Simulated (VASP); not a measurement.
ScAlN2:

```xyz
8
Lattice="-2.1995 2.1995 4.1986 2.1995 -2.1995 4.1986 2.1995 2.1995 -4.1986" Properties=species:S:1:pos:R:3 pbc="T T T"
Sc    0.0000    0.0000    0.0000
Sc    0.0000    2.1995    2.0993
Al    0.0000    0.0000    4.1986
Al    2.1995    0.0000    2.0993
N     0.0000    0.0000    6.1931
N     2.1995    0.0000    0.1048
N     0.0000    0.0000    2.2042
N     2.1995    0.0000    4.0938
```

The cell comes from a database or a generator and needn't be the stable form of this composition.

A sound run:

- Program: VASP 6.6.1
- Task: dielectric tensor
- Functional: PBE
- Potentials or basis: VASP PAW PBE potentials, release 64 (Sc_sv, Al, N)
- Cutoff: 800 eV
- k mesh: 8 × 8 × 8
- Occupations: gaussian, width 0.01 eV
- Spin: no spin polarisation

It gives band gap on the k mesh 0.96 eV, indirect (least direct gap 1.05 eV).

**Question.** What do these careless settings give instead: cutoff 600 eV in place of 800 eV; k mesh 3 × 3 × 3 in place of 8 × 8 × 8?

**Answer.** Band gap on the k mesh 1.03 eV, direct. The run converged, but these numbers show the error of the settings and aren't properties of the crystal.
